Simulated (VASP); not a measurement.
Data:

```xyz
1
Lattice="0.0000 2.0450 2.0450 2.0450 0.0000 2.0450 2.0450 2.0450 0.0000" Properties=species:S:1:pos:R:3 pbc="T T T"
Ag     0.0000     0.0000     0.0000
```

All values below come from vdW-DF2, VASP's PBE PAW potentials (set 64) (plane waves; VASP 6.6.1). Numerical set-up: 520 eV cut-off, 14×14×14 Γ-centred mesh, first-order Methfessel-Paxton smearing of 0.10 eV, potentials Ag.

Energy and stress use the plane-wave basis of the starting cell.

The ions, cell shape and volume are relaxed. What does this cell relax into?

```xyz
1
Lattice="0.0000 2.1556 2.1556 2.1556 0.0000 2.1556 2.1556 2.1556 0.0000" Properties=species:S:1:pos:R:3 pbc="T T T"
Ag     2.1556     2.1556     4.3113
```
Space group Fm-3m (225), at a tolerance of 0.03 Å.

How do energy and volume change from the first to the last step?

The energy (σ→0) changes by -120.4 meV/atom and the volume by +17.1 %, in 5 ionic steps.

```tsv
step	E(σ→0) (eV)	max force (eV/Å)	pressure (GPa)	volume (Å³)
1	0.7367	0.000	15.69	17.10
2	0.6365	0.000	-3.79	21.60
3	0.6163	0.000	0.09	20.00
4	0.6163	0.000	-0.08	20.06
5	0.6163	0.000	-0.01	20.03
```

The compound is Ag in the fcc structure. This run relaxes it. Symmetry was kept, so distortions that lower it aren't found.
